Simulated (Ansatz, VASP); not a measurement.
**Rb3Hg: VASP beside Ansatz**

```
Rb Hg
1.0
     0.00000    5.09306    5.09306
     5.09306    0.00000    5.09306
     5.09306    5.09306    0.00000
Rb Hg
3 1
Direct
  0.25000 0.25000 0.25000
  0.75000 0.75000 0.75000
  0.50000 0.50000 0.50000
  0.00000 0.00000 0.00000
```

The cell comes from a database or a generator and needn't be the stable form of this composition.

Alike in both runs: task single point; functional LDA; k mesh 4 × 4 × 4; occupations fermi-dirac, width 0.3 eV; no spin polarisation.

```csv
,VASP,Ansatz
version,VASP 6.6.1,Ansatz 0.2.0
potentials or method,"VASP PAW LDA potentials, release 64 (Rb_sv, Hg)","plane waves, PAW"
plane-wave cutoff (eV),520,500
valence electrons in the cell,39,47
```

Ansatz gave:

- pressure (GPa): -0.8

Which values does VASP return?

Pressure (GPa): -0.9.

The two sets of potentials don't hold the same shells in valence.

Spin-orbit coupling is left out, which matters for the levels of Hg.
